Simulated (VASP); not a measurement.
**Shielding tensors and field gradients of La2O3**

Aim: NMR shielding tensors and field gradients of La2O3. The cell has space group P-3m1, a computed entry that need not be the common form of this compound. The start is a computed cell from the Materials Project.

Main program and level: VASP 6.6.1; PBE; plane waves and PAW (La, O), in the first sound run; inputs show where later runs differ.

## (1) Set-up

Symmetry: P-3m1, No. 164, trigonal system. Conventional cell: a = 3.931 Å, b = 3.931 Å, c = 6.112 Å, α = 90.00°, β = 90.00°, γ = 120.00°. Nearest to La lie 7 O at 2.36 to 2.72 Å. Nearest to O lie 4 La at 2.36 to 2.44 Å. Nearest to O lie 6 La at 2.72 Å. Farther neighbours and most contacts between anions are not listed.

## (2) Relaxation

The atoms are relaxed first inside the given cell, which is kept (ISIF = 2), since values at the nuclei depend on the positions.

Contents of INCAR:

```
SYSTEM = La2O3
PREC = Accurate
ENCUT = 520
EDIFF = 1E-06
NELM = 100
ISMEAR = 0
SIGMA = 0.05
LREAL = .FALSE.
ALGO = Normal
GGA = PE
NBANDS = 26
LASPH = .TRUE.
LWAVE = .FALSE.
LCHARG = .FALSE.
KPAR = 2
IBRION = 2
NSW = 60
ISIF = 2
EDIFFG = -0.01
```

Contents of POSCAR:

```
La2O3
1.0
    3.9307778780      0.0000000000      0.0000000000
   -1.9653889390      3.4041534990      0.0000000000
    0.0000000000      0.0000000000      6.1119535200
La O
2 3
Direct
    0.6666666700      0.3333333300      0.7537643200
    0.3333333300      0.6666666700      0.2462356800
    0.6666666700      0.3333333300      0.3541093500
    0.3333333300      0.6666666700      0.6458906500
    0.0000000000      0.0000000000      0.0000000000
```

Contents of KPOINTS:

```
Automatic mesh
0
Gamma
6 6 4
0 0 0
```

Potentials, in the order of the species: La and O (PBE family, release 64).

Run with:

```console
mpirun -np 2 vasp_std
```

Output:

```text
[banner, memory and clock lines left out]
running    2 mpi-ranks, on    1 nodes
 distrk:  each k-point on    1 cores,    2 groups
 distr:  one band on    1 cores,    1 groups

 POSCAR found type information on POSCAR LaO
 POSCAR found :  2 types and       5 ions
 LDA part: xc-table for (Slater+PW92), standard interpolation
 POSCAR, INCAR and KPOINTS ok, starting setup
 FFT: planning ... GRIDC
 FFT: planning ... GRID_SOFT
 FFT: planning ... GRID
 WAVECAR not read
 entering main loop
       N       E                     dE             d eps       ncg     rms          rms(c)
DAV:   1     0.480990082548E+03    0.48099E+03   -0.15751E+04  1280   0.238E+03
DAV:   2     0.941430621876E+02   -0.38685E+03   -0.37568E+03  1720   0.378E+02
DAV:   3    -0.290503450568E+02   -0.12319E+03   -0.12077E+03  2154   0.203E+02
DAV:   4    -0.463405217772E+02   -0.17290E+02   -0.17260E+02  2120   0.840E+01
DAV:   5    -0.474773190325E+02   -0.11368E+01   -0.11360E+01  2128   0.251E+01    0.149E+01
DAV:   6    -0.418406567356E+02    0.56367E+01   -0.50686E+01  1992   0.409E+01    0.753E+00
DAV:   7    -0.418201176094E+02    0.20539E-01   -0.55185E+00  2408   0.231E+01    0.349E+00
DAV:   8    -0.418161883972E+02    0.39292E-02   -0.55005E-01  2176   0.605E+00    0.127E+00
DAV:   9    -0.418137920532E+02    0.23963E-02   -0.84494E-02  2192   0.236E+00    0.390E-01
DAV:  10    -0.418162469278E+02   -0.24549E-02   -0.37102E-02  2192   0.126E+00    0.191E-01
DAV:  11    -0.418171633254E+02   -0.91640E-03   -0.10991E-02  2168   0.774E-01    0.135E-01
DAV:  12    -0.418173997350E+02   -0.23641E-03   -0.25247E-03  1920   0.353E-01    0.586E-02
DAV:  13    -0.418174317865E+02   -0.32051E-04   -0.11954E-03  2200   0.232E-01    0.223E-02
DAV:  14    -0.418174396403E+02   -0.78539E-05   -0.17403E-04  2000   0.988E-02    0.134E-02
DAV:  15    -0.418174370842E+02    0.25562E-05   -0.45568E-05  2240   0.489E-02    0.286E-03
DAV:  16    -0.418174374100E+02   -0.32586E-06   -0.46890E-06  1688   0.148E-02
   1 F= -.41817437E+02 E0= -.41817437E+02  d E =-.418174E+02
 curvature:   0.00 expect dE= 0.000E+00 dE for cont linesearch  0.000E+00
 trial: gam= 0.00000 g(F)=  0.140E-04 g(S)=  0.000E+00 ort = 0.000E+00 (trialstep = 0.100E+01)
 search vector abs. value=  0.140E-04
 bond charge predicted
       N       E                     dE             d eps       ncg     rms          rms(c)
DAV:   1    -0.418174327271E+02    0.43570E-05   -0.36451E-03  1416   0.375E-01    0.908E-03
DAV:   2    -0.418174488833E+02   -0.16156E-04   -0.16879E-04  2032   0.154E-01    0.495E-03
DAV:   3    -0.418174487714E+02    0.11185E-06   -0.54473E-06  1808   0.207E-02
   2 F= -.41817449E+02 E0= -.41817449E+02  d E =-.113614E-04
 trial-energy change:   -0.000011  1 .order   -0.000011   -0.000014   -0.000009
 step:   2.6522(harm=  2.6522)  dis= 0.00148  next Energy=   -41.817456 (dE=-0.185E-04)
 reached required accuracy - stopping structural energy minimisation
```

It took 26 s on 2 MPI ranks of Intel Xeon 6975P-C (Granite Rapids), shared host; peak memory 0.44 GiB; 50 s of CPU time.

The logs omit lines about the potential files and the build; timing stands in the text.

From OUTCAR (step 2):

```text
ion  position               nearest neighbor table
   1  0.667  0.333  0.754-   4 2.36   4 2.36   4 2.36   3 2.44   5 2.72   5 2.72   5 2.72
   2  0.333  0.667  0.246-   3 2.36   3 2.36   3 2.36   4 2.44   5 2.72   5 2.72   5 2.72
   3  0.667  0.333  0.354-   2 2.36   2 2.36   2 2.36   1 2.44
   4  0.333  0.667  0.646-   1 2.36   1 2.36   1 2.36   2 2.44
   5  0.000  0.000  0.000-   1 2.72   2 2.72   1 2.72   2 2.72   1 2.72   2 2.72

  LATTYP: Found a hexagonal cell.
 ALAT       =     3.9307778780
 C/A-ratio  =     1.5548966921

 Subroutine GETGRP returns: Found 12 space group operations
 (whereof 12 operations were pure point group operations)

The static configuration has the point symmetry D_3d.

 Found     24 irreducible k-points:

   k-points           NKPTS =     24   k-points in BZ     NKDIM =     24   number of bands    NBANDS=     26

   dimension x,y,z NGX =    30 NGY =   30 NGZ =   48
   dimension x,y,z NGXF=    60 NGYF=   60 NGZF=   96

   ENCUT  =  520.0 eV  38.22 Ry    6.18 a.u.   7.31  7.31 11.36*2*pi/ulx,y,z

   NELECT =      40.0000    total number of electrons

 k-points in reciprocal lattice and weights: Automatic mesh
   0.00000000  0.00000000  0.00000000       0.007
   0.16666667  0.00000000  0.00000000       0.042
   0.33333333  0.00000000  0.00000000       0.042
   0.50000000  0.00000000  0.00000000       0.021
   0.16666667  0.16666667  0.00000000       0.042
   0.33333333  0.16666667  0.00000000       0.083
   0.33333333  0.33333333  0.00000000       0.014
   0.00000000  0.00000000  0.25000000       0.014
   0.16666667  0.00000000  0.25000000       0.042
[...]
0.33333333  0.16666667  0.50000000       0.083
   0.33333333  0.33333333  0.50000000       0.014

 average (electrostatic) potential at core
       1 -94.9548       2 -94.9548       3 -67.0694       4 -67.0694       5 -66.5703

 E-fermi :   6.3039

 k-point     1 :       0.0000    0.0000    0.0000
  band No.  band energies     occupation
    ...
     16       3.9046      2.00000
     17       4.3266      2.00000
     18       5.6017      2.00000
     19       5.6017      2.00000
     20       5.8662      2.00000
     21      10.2959      0.00000
     22      10.5766      0.00000
     23      10.5766      0.00000
     24      11.1494      0.00000
     25      11.3491      0.00000
    ...

 k-point     2 :       0.1667    0.0000    0.0000
  band No.  band energies     occupation
    ...
     16       4.0127      2.00000
     17       4.8693      2.00000
     18       5.2510      2.00000
     19       5.5876      2.00000
     20       5.7871      2.00000
     21      10.3706      0.00000
     22      10.6143      0.00000
     23      10.7597      0.00000
     24      11.2158      0.00000
     25      11.2920      0.00000
    ...

 k-point     3 :       0.3333    0.0000    0.0000
  band No.  band energies     occupation
    ...
     16       4.7551      2.00000
     17       5.0375      2.00000
     18       5.1690      2.00000
     19       5.6360      2.00000
     20       5.7114      2.00000
     21      10.0088      0.00000
     22      10.6876      0.00000
     23      11.0730      0.00000
     24      11.1965      0.00000
     25      11.2421      0.00000
    ...

  Total        0.7570862      0.7570862      0.9290205      0.0000000     -0.0000000      0.0000000
  in kB       14.8316071     14.8316071     18.1998655      0.0000000     -0.0000000      0.0000000
  external PRESSURE =      15.9543599 kB  Pullay stress =       0.0000000 kB

  energy-cutoff  :      520.00
  volume of cell :       81.78
      direct lattice vectors                 reciprocal lattice vectors
     3.930777878  0.000000000  0.000000000     0.254402571  0.146879393  0.000000000
    -1.965388939  3.404153499  0.000000000     0.000000000  0.293758786  0.000000000
     0.000000000  0.000000000  6.111953520     0.000000000  0.000000000  0.163613810

 POSITION                                       TOTAL-FORCE (eV/Angst)
 -----------------------------------------------------------------------------------
      1.96539      1.13472      4.60713        -0.000000      0.000000      0.000682
     -0.00000      2.26944      1.50482         0.000000      0.000000     -0.000682
      1.96539      1.13472      2.16374         0.000000     -0.000000     -0.007594
     -0.00000      2.26944      3.94821        -0.000000      0.000000      0.007594
      0.00000      0.00000      0.00000        -0.000000      0.000000      0.000000
 -----------------------------------------------------------------------------------
    total drift:                               -0.000000      0.000000      0.000000

  FREE ENERGIE OF THE ION-ELECTRON SYSTEM (eV)
  ---------------------------------------------------
  free  energy   TOTEN  =       -41.8174487714 eV

  energy  without entropy=      -41.8174487714  energy(sigma->0) =      -41.81744877

 reached required accuracy - stopping structural energy minimisation

[... 3 further parts left out ...]
```

CONTCAR:

```
La2O3
   1.00000000000000
     3.9307778779999998    0.0000000000000000    0.0000000000000000
    -1.9653889389999999    3.4041534990000000    0.0000000000000000
     0.0000000000000000    0.0000000000000000    6.1119535200000001
  La              O
     2     3
Direct
     0.6666666699999979    0.3333333300000021    0.7537901409062532
     0.3333333300000021    0.6666666699999979    0.2462098590937468
     0.6666666699999979    0.3333333300000021    0.3540179778239430
     0.3333333300000021    0.6666666699999979    0.6459820221760570
     0.0000000000000000    0.0000000000000000    0.0000000000000000
```

The run keeps the 12 symmetry operations of its start, so it cannot find a distortion of lower symmetry.

Hardly anything moved in the relaxation; the energy changed by under 0.2 meV an atom.

Numbers from this step:

```
free energy (TOTEN) : -41.82 eV
Fermi energy        : 6.304 eV
pressure            : 1.595 GPa
```

At PBE, with these data sets, the largest force is down to 0.0076 eV/Å.

## (3) Ground state

A ground-state run shows first whether the cell has a gap, which the next steps need; its size sets how fine their mesh has to be.

Contents of INCAR:

```
SYSTEM = La2O3
PREC = Accurate
ENCUT = 520
EDIFF = 1E-07
NELM = 100
ISMEAR = 0
SIGMA = 0.01
LREAL = .FALSE.
ALGO = Normal
GGA = PE
NBANDS = 26
LASPH = .TRUE.
LORBIT = 11
LWAVE = .FALSE.
LCHARG = .FALSE.
KPAR = 2
```

Contents of POSCAR:

```
La2O3
1.0
    3.9307778780      0.0000000000      0.0000000000
   -1.9653889390      3.4041534990      0.0000000000
    0.0000000000      0.0000000000      6.1119535200
La O
2 3
Direct
    0.6666666700      0.3333333300      0.7537901409
    0.3333333300      0.6666666700      0.2462098591
    0.6666666700      0.3333333300      0.3540179778
    0.3333333300      0.6666666700      0.6459820222
    0.0000000000      0.0000000000      0.0000000000
```

Contents of KPOINTS:

```
Automatic mesh
0
Gamma
7 7 4
0 0 0
```

Run with:

```console
mpirun -np 2 vasp_std
```

Output:

```text
[... set-up lines as in an earlier step ...]
 entering main loop
       N       E                     dE             d eps       ncg     rms          rms(c)
DAV:   1     0.479832970868E+03    0.47983E+03   -0.15609E+04  1496   0.233E+03
DAV:   2     0.864463401733E+02   -0.39339E+03   -0.38286E+03  2080   0.383E+02
DAV:   3    -0.302531395672E+02   -0.11670E+03   -0.11413E+03  2486   0.204E+02
DAV:   4    -0.464600984080E+02   -0.16207E+02   -0.16184E+02  2492   0.820E+01
DAV:   5    -0.474803886406E+02   -0.10203E+01   -0.10197E+01  2464   0.234E+01    0.149E+01
DAV:   6    -0.418511975450E+02    0.56292E+01   -0.50634E+01  2328   0.410E+01    0.754E+00
DAV:   7    -0.418213819393E+02    0.29816E-01   -0.55158E+00  2848   0.228E+01    0.348E+00
DAV:   8    -0.418152004484E+02    0.61815E-02   -0.51040E-01  2520   0.592E+00    0.127E+00
DAV:   9    -0.418139526159E+02    0.12478E-02   -0.81298E-02  2592   0.232E+00    0.378E-01
DAV:  10    -0.418162760967E+02   -0.23235E-02   -0.33519E-02  2496   0.122E+00    0.188E-01
DAV:  11    -0.418172225345E+02   -0.94644E-03   -0.10674E-02  2504   0.773E-01    0.133E-01
DAV:  12    -0.418174489887E+02   -0.22645E-03   -0.24692E-03  2264   0.356E-01    0.654E-02
DAV:  13    -0.418174644008E+02   -0.15412E-04   -0.13398E-03  2568   0.238E-01    0.237E-02
DAV:  14    -0.418174716174E+02   -0.72166E-05   -0.19147E-04  2424   0.105E-01    0.132E-02
DAV:  15    -0.418174695003E+02    0.21170E-05   -0.44967E-05  2640   0.477E-02    0.346E-03
DAV:  16    -0.418174699562E+02   -0.45581E-06   -0.56947E-06  2328   0.152E-02    0.523E-03
DAV:  17    -0.418174694824E+02    0.47373E-06   -0.23563E-06  2640   0.109E-02    0.154E-03
DAV:  18    -0.418174694868E+02   -0.44070E-08   -0.30562E-07  1776   0.398E-03
   1 F= -.41817469E+02 E0= -.41817469E+02  d E =-.773799E-15
```

Run time: 27 s. Hardware: 2 MPI ranks; peak memory 0.45 GiB; 51 s of CPU time.

Parts of OUTCAR (step 3):

```text
The static configuration has the point symmetry D_3d.

 Found     28 irreducible k-points:

   k-points           NKPTS =     28   k-points in BZ     NKDIM =     28   number of bands    NBANDS=     26

   NELECT =      40.0000    total number of electrons

 E-fermi :   6.0135

 k-point     1 :       0.0000    0.0000    0.0000
  band No.  band energies     occupation
    ...
     16       3.9044      2.00000
     17       4.3266      2.00000
     18       5.6017      2.00000
     19       5.6017      2.00000
     20       5.8662      2.00000
     21      10.2957      0.00000
     22      10.5769      0.00000
     23      10.5769      0.00000
     24      11.1496      0.00000
     25      11.3490      0.00000
    ...

 k-point     2 :       0.1429    0.0000    0.0000
  band No.  band energies     occupation
    ...
     16       3.9837      2.00000
     17       4.7850      2.00000
     18       5.3276      2.00000
     19       5.5878      2.00000
     20       5.7997      2.00000
     21      10.3975      0.00000
     22      10.5992      0.00000
     23      10.7165      0.00000
     24      11.1953      0.00000
     25      11.2982      0.00000
    ...

  Total        0.7611634      0.7611634      0.9233873      0.0000000      0.0000000      0.0000000
  in kB       14.9114825     14.9114825     18.0895099      0.0000000      0.0000000      0.0000000
  external PRESSURE =      15.9708250 kB  Pullay stress =       0.0000000 kB

 POSITION                                       TOTAL-FORCE (eV/Angst)
 -----------------------------------------------------------------------------------
      1.96539      1.13472      4.60713        -0.000000      0.000000      0.001583
     -0.00000      2.26944      1.50482         0.000000     -0.000000     -0.001583
      1.96539      1.13472      2.16374         0.000000     -0.000000     -0.007482
     -0.00000      2.26944      3.94821        -0.000000      0.000000      0.007482
      0.00000      0.00000      0.00000         0.000000      0.000000      0.000000
 -----------------------------------------------------------------------------------
    total drift:                               -0.000000      0.000000      0.000000

  FREE ENERGIE OF THE ION-ELECTRON SYSTEM (eV)
  ---------------------------------------------------
  free  energy   TOTEN  =       -41.8174694868 eV

  energy  without entropy=      -41.8174694868  energy(sigma->0) =      -41.81746949

 total charge
# of ion       s       p       d       f       tot
--------------------------------------------------
    1        2.019   5.697   0.645   0.244   8.605
    2        2.019   5.697   0.645   0.244   8.605
    3        1.570   3.465   0.000   0.000   5.035
    4        1.570   3.465   0.000   0.000   5.035
    5        1.557   3.381   0.000   0.000   4.937
--------------------------------------------------
tot          8.735  21.705   1.290   0.488  32.218

[... 6 parts as in an earlier step ...]

[... 6 further parts left out ...]
```

The gap is read on the k-mesh alone, so it is an upper bound where the band edges lie off the mesh.

This step gave:

```
Fermi energy                   : 6.013 eV
pressure                       : 1.597 GPa
gap on the k-mesh              : 3.913 eV
least direct gap on the k-mesh : 4.109 eV
```

The cell has a gap of 3.91 eV on this mesh. Spin-orbit coupling is left out, which can shift or reorder these edges.

[end of part 1 of 7]

[Lines on the potential files, build, host, timing and source positions are cut from VASP's logs without a mark.]

[Logs are printed without paths, hosts, clocks, repeated set-up lines and the standing remarks that a program may print on its own settings, such as how far it seeks lower states.]

[Hosts, paths, dates, database ids (printed as entryN), source tags and the programs' standing remarks are cut or masked in the printed files.]
